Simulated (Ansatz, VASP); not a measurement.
# Ge (Germanium) in two plane-wave programs

Wanted: the spread between two codes on one cell, functional and k mesh. The cell is taken from a series of runs on this material, whose earlier steps may have relaxed, scaled, displaced or heated it; both programs get it as it stands.

Program: Ansatz 0.2.0. Level of theory: plane waves, with VASP 6.6.1 beside it; zone-centre phonons at LDA. Results are calculated unless marked as measured.

## 1. Set-up

The structure is cubic, space group Fd-3m (No. 227). The conventional cell has a = 5.621 Å, b = 5.621 Å, c = 5.621 Å, α = 90.00°, β = 90.00°, γ = 90.00°. Nearest to Ge lie 4 Ge at 2.43 Å.

## 2. Ansatz: zone-centre phonons, LDA

Ansatz runs on its PAW soft_1 files.

Second derivatives magnify differences that forces hide, and they need a tight electronic threshold.

input.yaml

```yaml
crystal:
  lattice:
    - [0.0, 2.8107113432, 2.8107113432]
    - [2.8107113432, 0.0, 2.8107113432]
    - [2.8107113432, 2.8107113432, 0.0]
  atoms:
    - { symbol: Ge, position: [0.5, 0.5, 0.5] }
    - { symbol: Ge, position: [0.75, 0.75, 0.75] }
total_charge: 0.008882
kpoints:
  mp_grid: { grid: [24, 24, 24] }
hamiltonian:
  xc: lda
  pseudopotentials: { kind: paw, azcp: { folder: soft_1 }, xc_functional: pbe }
scf:
  occupations: { method: fermi_dirac, width: 0.03 }
output:
  eigenvalues: true
phonons:
  method: dfpt
```

Launch:

```sh
ansatz run input.yaml --threads 4 --pin off --max-ram 16384MiB --backend cpu --events-out ev --progress --plain --runs-dir out
```

Numbers of over 12 decimals in the logs are rounded to 6 here.

What it wrote:

```text
zone centre: on kpoints.mp_grid the ground state, and the responses unless they are solved on pairs of k-points, stand on 1063 of the mesh's 13824 k-points, reduced under 8 symmetry operations, with k and −k counted as one. Each operation leaves every solved displacement unchanged or reverses it
Engine: ansatz 0.2.0, aarch64-unknown-linux-gnu
Pseudopotentials: kind: paw
Pseudopotential: Ge, paw, valence charge 14, recommended cutoff 420 eV (normal), soft_1/Ge.paw.azcp
Functional definition: SPW92
  exchange = slater_x
  correlation = pw_c
Crystal: 2 atoms, lattice volume = 44.410 Å³
Basis set: ecut = 420 eV, 893 PW (Γ), exchange–correlation on 64×64×64 points (8 copies of the dense FFT grid, shifted against one another)
Bands: 18, of which v1, the nominal top of the filled ones, is band 14 counted from 1 (13 counted from 0)
Symmetry: 48 space group operations
k-points: 1063 of 13824 (irreducible under 8 space group operations, time reversal used)
Non-local potential: Ge, projectors of the file, l = 0: 2, l = 1: 2, l = 2: 3, l = 3: 1
PAW form: soft (Blöchl's): semilocal exchange-correlation on the pseudo side does not see the compensation charge
PAW frozen core: Ge, regenerated for the run's functional, and the local potential with it (the file was generated under x = pbe(κ = 0.804, μ = 0.219515), c = pbe(β = 0.066725))
PAW one-centre angular grid: Ge, 590 points (default); XC on 64 Gauss nodes
Initial density: superposition of atomic densities (chi_scale 0.1, normalization cell)
Initial wavefunctions: pseudopotential atomic-orbital guess
Functional: x = slater, c = lda
SCF iter   1: F=—  HF=-8431.670737 eV  |F-HF|=—  |Δ(HF+E_count)|=         —  Δρ=3.55e-2  dr2=5.13e-1  ethr=3.10e-3  ⟨swp⟩=6.0  Hψ=89514  notcnv=0
preconditioner: auto → Kerker (q_TF=auto, 2.526 Å⁻¹)  [metal: Δε(μ)=0.030 eV  Ē_g=23.534 eV  σ=0.030 eV  W_gap=0.24  n_scr=14 (ndim 8)  ℏωp=29.5 eV  f_vac=0.000  D(μ)=0.09/eV (n_scr^D=0)]
SCF iter   2: F=—  HF=-8431.606827 eV  |F-HF|=—  |Δ(HF+E_count)|=   6.39e-2  Δρ=2.33e-2  dr2=2.58e-1  ethr=1.83e-3  ⟨swp⟩=1.9  Hψ=29560  notcnv=0
SCF iter   3: F=—  HF=-8431.530605 eV  |F-HF|=—  |Δ(HF+E_count)|=   7.62e-2  Δρ=4.03e-3  dr2=1.14e-2  ethr=9.22e-4  ⟨swp⟩=2.2  Hψ=27739  notcnv=0
SCF iter   4: F=—  HF=-8431.530404 eV  |F-HF|=—  |Δ(HF+E_count)|=   2.01e-4  Δρ=1.94e-3  dr2=2.51e-3  ethr=4.06e-5  ⟨swp⟩=2.0  Hψ=38263  notcnv=0
SCF iter   5: F=—  HF=-8431.529891 eV  |F-HF|=—  |Δ(HF+E_count)|=   5.13e-4  Δρ=7.02e-4  dr2=1.43e-4  ethr=8.97e-6  ⟨swp⟩=2.0  Hψ=38268  notcnv=0
SCF iter   6: F=—  HF=-8431.529828 eV  |F-HF|=—  |Δ(HF+E_count)|=   6.23e-5  Δρ=1.20e-4  dr2=3.98e-6  ethr=5.10e-7  ⟨swp⟩=2.0  Hψ=33414  notcnv=0
SCF iter   7: F=—  HF=-8431.529834 eV  |F-HF|=—  |Δ(HF+E_count)|=   5.42e-6  Δρ=3.22e-5  dr2=3.05e-7  ethr=1.42e-8  ⟨swp⟩=2.0  Hψ=33626  notcnv=0
SCF iter   8: F=—  HF=-8431.529835 eV  |F-HF|=—  |Δ(HF+E_count)|=   6.10e-7  Δρ=5.10e-6  dr2=8.68e-9  ethr=1.09e-9  ⟨swp⟩=2.0  Hψ=33493  notcnv=0
SCF iter   9: F=—  HF=-8431.529835 eV  |F-HF|=—  |Δ(HF+E_count)|=   1.67e-8  Δρ=8.33e-7  dr2=2.39e-10  ethr=3.10e-11  ⟨swp⟩=2.0  Hψ=22756  notcnv=0
SCF iter  10: F=-8431.529835 eV  HF=-8431.529835 eV  |F-HF|=3.64e-12  |Δ(HF+E_count)|=  4.91e-10  Δρ=8.72e-8  dr2=2.44e-12  ethr=1.00e-12  ⟨swp⟩=4.0  Hψ=90256  notcnv=0
SCF 1 converged in 10 iterations: F = -8431.529835 eV  dr2 = 2.44e-12
  greatest PAW one-centre occupation: 0.998 electrons in one spin orbital (limit 2), on the Ge atom at site 1 (counted from 0), in its partial waves of l = 2
DFPT response loops at Γ: preconditioner auto → Kerker (q_TF=auto, 2.526 Å⁻¹) (partly filled bands, converged f_vac=0.056); β = 1.00, the filter's whole step (`scf.mixing.beta` (0.50) is not read by the response loops under this deck's `scf.mixing.preconditioner`; to damp them name `kerker` or `kerker_dos`, under which they read `scf.mixing.beta`, and type it under 1.00, their step now; both keys bind the ground state too); Broyden in place of MSR1
SCF converged after 10 iterations
Free energy (F): -8431.529835 eV
Harris-Foulkes:  -8431.529835 eV  (|F-HF|=3.64e-12)
Internal energy: -8431.529597 eV  (E = F + TS)
E sigma→0 (E₀):  -8431.529716 eV
Entropy (-TS):   -0.000238 eV (-0.119 meV/atom)
Fermi energy:    8.342510 eV
--- Per-component energies (eV) ---
  E_band       = -305.217363
  E_kinetic    = 187.026810
  E_local      = -4483.439571  (includes V_loc(G=0)·N_el)
  E_nonlocal   = 442.065303
  E_hartree    = 2135.743010
  E_xc         = -143.099337
  E_vxc        = -131.605786  (∫ρ·V_xc dr)
  E_paw        = -3869.109259  (= ΣΔE_a)
  E_vpaw       = -590.750204  (= ΣTr[D̂ρ^β])
  E_aug_tail   = 0.000030  (compensation charges beyond the density's cutoff)
  E_ewald      = -2704.533236
  E_core_change = 3.816653  (= ΣΔE_core)
  E_smearing   = -0.000238  (= −TS)
  E_closure    = 0.000000  (closes the sum)
  E_deformation_potential = 0.127909  (in the stress; not in F)
  Σ components = -8431.529835   (vs F -8431.529835, Δ=0.00e0)
--- Band table (eV; the first three rows and the last of 1063) ---
  k-point 0: bands = [... 10 lower, -4.4764, 8.4742, 8.4841, 8.4841, 8.4841, 11.0233, 11.0233, 11.0233]
  k-point 1: bands = [... 10 lower, -4.4548, 7.7262, 8.4377, 8.4377, 9.0869, 11.0848, 11.0848, 11.1073]
  k-point 2: bands = [... 10 lower, -4.3901, 6.9132, 8.3127, 8.3127, 9.4256, 11.2510, 11.2510, 11.4161]
  k-point 1062: bands = [... 10 lower, -0.4243, -0.4243, 4.4793, 4.4793, 12.8048, 12.8048, 13.1515, 13.1515]
--- Phonons (Γ-DFPT): 1 representative perturbation + reference, on 1063 of 13824 k-points (Σ response iterations 3) ---
  k mesh reduced under 8 symmetry operations, with k and −k counted as one. Each operation leaves every solved displacement unchanged or reverses it
  ASR residual: 1.933e-5 → 0.000e0 eV/Å²; symmetrization residual: 1.924e-12 eV/Å²
  ASR residual per site (eV/Å²): 1.93e-5 1.93e-5
  Γ frequencies (cm⁻¹): 0.00 0.00 0.00 283.63 283.63 283.63
  non-analytic LO–TO correction: not included (Born effective charges unavailable; polar crystals: no LO–TO splitting at Γ)
```

Reading the cycles: dr2 is the Hartree energy of the density residual (eV), the measure of convergence; HF is the Harris–Foulkes estimate of the energy, which meets the free energy F at convergence.

## 3. VASP: zone-centre phonons, LDA

The same cell, functional (in two slightly different forms), mesh and smearing now go to VASP, with its own data sets.

Lines of VASP's logs that name or quote its potential files are left out, and so is its time.

INCAR

```
SYSTEM = Ge
PREC = Accurate
ENCUT = 500
EDIFF = 1E-08
NELM = 120
ISMEAR = -1
SIGMA = 0.03
LREAL = .FALSE.
ALGO = Normal
GGA = PW92
NELECT = 27.991118
NBANDS = 19
LORBIT = 11
LWAVE = .FALSE.
LCHARG = .FALSE.
ISIF = 2
IBRION = 8
LASPH = .TRUE.
GGA_COMPAT = .FALSE.
KPAR = 2
```

POSCAR

```
Ge
1.0
    0.0000000000      2.8107113432      2.8107113432
    2.8107113432      0.0000000000      2.8107113432
    2.8107113432      2.8107113432      0.0000000000
Ge
2
Direct
    0.5000000000      0.5000000000      0.5000000000
    0.7500000000      0.7500000000      0.7500000000
```

KPOINTS

```
Automatic mesh
0
Gamma
24 24 24
0 0 0
```

PAW data sets: Ge_d (LDA family, release 64).

Launch:

```sh
mpirun -np 2 vasp_std
```

What it wrote:

```text
[banner, memory and clock lines left out]
running    2 mpi-ranks, on    1 nodes
 distrk:  each k-point on    1 cores,    2 groups
 distr:  one band on    1 cores,    1 groups

 POSCAR found type information on POSCAR Ge
 POSCAR found :  1 types and       2 ions
|                                                                             |
|               ----> ADVICE to this user running VASP <----                  |
|                                                                             |
|     You enforced a specific xc type in the INCAR file but a different       |
|     [... a line on the potential file left out ...]
|     I HOPE YOU KNOW WHAT YOU ARE DOING!                                     |
|                                                                             |

 LDA part: xc-table for (Slater(with rela. corr.)+PW92), standard interpolation
 POSCAR, INCAR and KPOINTS ok, starting setup
 FFT: planning ... GRIDC
 FFT: planning ... GRID_SOFT
 FFT: planning ... GRID
 WAVECAR not read
 entering main loop
       N       E                     dE             d eps       ncg     rms          rms(c)
DAV:   1     0.172896750920E+03    0.17290E+03   -0.14497E+04 16423   0.373E+03
DAV:   2     0.124036211738E+02   -0.16049E+03   -0.15683E+03 15717   0.549E+02
DAV:   3    -0.991962046813E+01   -0.22323E+02   -0.22153E+02 17333   0.145E+02
DAV:   4    -0.105977032624E+02   -0.67808E+00   -0.67731E+00 17747   0.295E+01
DAV:   5    -0.106088557181E+02   -0.11152E-01   -0.11152E-01 17551   0.402E+00BRMIX: very serious problems
 the old and the new charge density differ
 old charge density:    28.00000 new   27.99112
BRMIX: very serious problems
 the old and the new charge density differ
 old charge density:    28.00000 new   27.99112
    0.335E+00
DAV:   6    -0.104894287633E+02    0.11943E+00   -0.41258E-02 17215   0.178E+00    0.192E+00
DAV:   7    -0.104288862724E+02    0.60542E-01   -0.85437E-02 16271   0.218E+00    0.139E-01
DAV:   8    -0.104295576878E+02   -0.67142E-03   -0.54734E-03 17446   0.872E-01    0.479E-02
DAV:   9    -0.104295997967E+02   -0.42109E-04   -0.87311E-05 18199   0.897E-02    0.130E-02
DAV:  10    -0.104295962004E+02    0.35963E-05   -0.91903E-06 20937   0.492E-02    0.439E-03
DAV:  11    -0.104295961077E+02    0.92770E-07   -0.94946E-07 16624   0.928E-03    0.145E-03
DAV:  12    -0.104295960753E+02    0.32390E-07   -0.13682E-07 21161   0.472E-03    0.376E-04
DAV:  13    -0.104295960747E+02    0.57298E-09   -0.60343E-09 10343   0.646E-04
   1 F= -.10429596E+02 E0= -.10429477E+02  d E =-.237676E-03
 Linear response reoptimize wavefunctions to high precision
DAV:   1    -0.104295960747E+02   -0.30013E-10   -0.63707E-10 10048   0.282E-04
 Linear response DOF=           1
 Linear response progress:
  Degree of freedom:   1/  1
       N       E                     dE             d eps       ncg     rms          rms(c)
RMM:   1    -0.188096246177E+00   -0.18810E+00    0.85526E+00 91661   0.473E+01
RMM:   2    -0.195624005462E+00   -0.75278E-02   -0.14164E-02119083   0.118E+00    0.771E-02
RMM:   3    -0.195708003149E+00   -0.83998E-04   -0.99749E-04126778   0.344E-01    0.443E-02
RMM:   4    -0.195680288163E+00    0.27715E-04   -0.67958E-05134368   0.888E-02    0.452E-03
RMM:   5    -0.195685417108E+00   -0.51289E-05   -0.36821E-06129337   0.212E-02    0.234E-03
RMM:   6    -0.195695008626E+00   -0.95915E-05   -0.25393E-07130766   0.570E-03    0.333E-04
RMM:   7    -0.195694732306E+00    0.27632E-06   -0.16490E-08135105   0.184E-03    0.176E-04
RMM:   8    -0.195694182065E+00    0.55024E-06   -0.96676E-09136099   0.666E-04    0.362E-05
RMM:   9    -0.195694083551E+00    0.98515E-07    0.77736E-09137642   0.290E-04    0.159E-05
RMM:  10    -0.195694194841E+00   -0.11129E-06    0.52276E-09138228   0.139E-04    0.513E-06
RMM:  11    -0.195694224956E+00   -0.30115E-07   -0.12567E-08142366   0.792E-05    0.233E-06
RMM:  12    -0.195694243841E+00   -0.18885E-07   -0.38054E-09144725   0.532E-05    0.954E-07
RMM:  13    -0.195694250234E+00   -0.63929E-08   -0.39389E-09148740   0.410E-05    0.241E-07
 first order change of Fermi-energy   0.51235E-04
 force on displaced ion       1 direction 1 : -10.889  -0.000  -0.000
 Linear response finished
```

OUTCAR, selected parts (step 3):

```text
NELECT = 27.991118

 ion  position               nearest neighbor table
   1  0.500  0.500  0.500-   2 2.43   2 2.43   2 2.43   2 2.43
   2  0.750  0.750  0.750-   1 2.43   1 2.43   1 2.43   1 2.43

  LATTYP: Found a face centered cubic cell.
 ALAT       =     5.6214226864

 Subroutine GETGRP returns: Found 48 space group operations
 (whereof 24 operations were pure point group operations)

The static configuration has the point symmetry T_d .
 The point group associated with its full space group is O_h .

 Found    413 irreducible k-points:

   k-points           NKPTS =    413   k-points in BZ     NKDIM =    413   number of bands    NBANDS=     19

   dimension x,y,z NGX =    30 NGY =   30 NGZ =   30
   dimension x,y,z NGXF=    60 NGYF=   60 NGZF=   60

   ENCUT  =  500.0 eV  36.75 Ry    6.06 a.u.   7.25  7.25  7.25*2*pi/ulx,y,z

 k-points in reciprocal lattice and weights: Automatic mesh
   0.00000000  0.00000000  0.00000000       0.000
   0.04166667  0.00000000  0.00000000       0.001
   0.08333333  0.00000000  0.00000000       0.001
   0.12500000  0.00000000  0.00000000       0.001
   0.16666667  0.00000000  0.00000000       0.001
   0.20833333  0.00000000  0.00000000       0.001
   0.25000000  0.00000000  0.00000000       0.001
   0.29166667  0.00000000  0.00000000       0.001
   0.33333333  0.00000000  0.00000000       0.001
[...]
-0.29166667  0.50000000  0.20833333       0.001
  -0.25000000  0.50000000  0.25000000       0.000

 average (electrostatic) potential at core
       1 -75.2544       2 -75.2544

  Total       -0.0770263     -0.0770263     -0.0770263      0.0000000      0.0000000     -0.0000000
  in kB       -2.7788863     -2.7788863     -2.7788863      0.0000000      0.0000000     -0.0000000
  external PRESSURE =      -2.7788863 kB  Pullay stress =       0.0000000 kB

  energy-cutoff  :      500.00
  volume of cell :       44.41
      direct lattice vectors                 reciprocal lattice vectors
     0.000000000  2.810711343  2.810711343    -0.177890911  0.177890911  0.177890911
     2.810711343  0.000000000  2.810711343     0.177890911 -0.177890911  0.177890911
     2.810711343  2.810711343  0.000000000     0.177890911  0.177890911 -0.177890911

 POSITION                                       TOTAL-FORCE (eV/Angst)
 -----------------------------------------------------------------------------------
      2.81071      2.81071      2.81071        -0.000000      0.000000     -0.000000
      4.21607      4.21607      4.21607         0.000000     -0.000000      0.000000
 -----------------------------------------------------------------------------------
    total drift:                                0.000000     -0.000000     -0.000000

 Eigenvectors and eigenvalues of the dynamical matrix
 ----------------------------------------------------

   1 f  =    8.561776 THz    53.795224 2PiTHz  285.590102 cm-1    35.408644 meV
             X         Y         Z           dx          dy          dz
      2.810711  2.810711  2.810711     0.000000   -0.707107    0.000000
      4.216067  4.216067  4.216067     0.000000    0.707107    0.000000

   2 f  =    8.561776 THz    53.795224 2PiTHz  285.590102 cm-1    35.408644 meV
             X         Y         Z           dx          dy          dz
      2.810711  2.810711  2.810711    -0.707107    0.000000    0.000000
      4.216067  4.216067  4.216067     0.707107    0.000000    0.000000

   3 f  =    8.561776 THz    53.795224 2PiTHz  285.590102 cm-1    35.408644 meV
             X         Y         Z           dx          dy          dz
      2.810711  2.810711  2.810711     0.000000    0.000000   -0.707107
      4.216067  4.216067  4.216067     0.000000    0.000000    0.707107

   4 f  =    0.000000 THz     0.000000 2PiTHz    0.000000 cm-1     0.000000 meV
             X         Y         Z           dx          dy          dz
      2.810711  2.810711  2.810711     0.707107    0.000000    0.000000
      4.216067  4.216067  4.216067     0.707107    0.000000    0.000000

   5 f  =    0.000000 THz     0.000000 2PiTHz    0.000000 cm-1     0.000000 meV
             X         Y         Z           dx          dy          dz
      2.810711  2.810711  2.810711     0.000000    0.707107    0.000000
      4.216067  4.216067  4.216067     0.000000    0.707107    0.000000

   6 f  =    0.000000 THz     0.000000 2PiTHz    0.000000 cm-1     0.000000 meV
             X         Y         Z           dx          dy          dz
      2.810711  2.810711  2.810711     0.000000    0.000000    0.707107
      4.216067  4.216067  4.216067     0.000000    0.000000    0.707107

 ELASTIC MODULI CONTR FROM IONIC RELAXATION (kBar)
 Direction    XX          YY          ZZ          XY          YZ          ZX
 --------------------------------------------------------------------------------
 XX           0.0000      0.0000      0.0000      0.0000      0.0000      0.0000
 YY           0.0000      0.0000      0.0000      0.0000      0.0000      0.0000
 ZZ           0.0000      0.0000      0.0000      0.0000      0.0000      0.0000
 XY           0.0000      0.0000      0.0000   -232.4425      0.0000      0.0000
 YZ           0.0000      0.0000      0.0000      0.0000   -232.4425      0.0000
 ZX           0.0000      0.0000      0.0000      0.0000      0.0000   -232.4425
 --------------------------------------------------------------------------------
```

The cell is charged against a uniform background.

## 4. Comparison

Known differences besides the potentials themselves: the cutoff is 420 eV in Ansatz and 500 eV in VASP; VASP's log shows a relativistic correction to its local exchange, Ansatz's none. Total energies have different zeros and are not compared.

The two programs side by side:

| quantity | Ansatz | VASP | difference |
| --- | --- | --- | --- |
| optical mode 1 to 3 (cm⁻¹) | 283.6 | 285.6 | -0.69 % |

Modes are paired by rising frequency, not by their patterns, so a pair may set unlike modes beside each other; they are those without the splitting of longitudinal modes. The cell carries a charge of +0.008882 e against a uniform background, so its pressure also hangs on how the neutralising background is counted, and in a defect's cell a gap may be the spacing between its levels.

## 5. Summary of results

| Item | Value |
| --- | --- |
| r.m.s. difference of the optical zone-centre modes, each program's sorted by frequency (zone-centre phonons, LDA) | 2.0 cm⁻¹ |
| difference in optical mode 1 to 3 (zone-centre phonons, LDA) | -0.7 % |

What this shows: The r.m.s. difference of the optical zone-centre modes, each program's sorted by frequency is 2.0 cm⁻¹ (zone-centre phonons, LDA). Among the rows given in per cent, the largest difference of the zone-centre phonons, LDA pair is in optical mode 1 to 3, -0.7 %. Such differences can come from data sets, numerical settings and the points named under the comparisons, not from the functional's error against experiment.

[Lines on the potential files, build, host, timing and source positions are cut from VASP's logs without a mark.]

[Logs are printed without paths, hosts, clocks, repeated set-up lines and the standing remarks that a program may print on its own settings, such as how far it seeks lower states.]

[Hosts, paths, dates, database ids (printed as entryN), source tags and the programs' standing remarks are cut or masked in the printed files.]
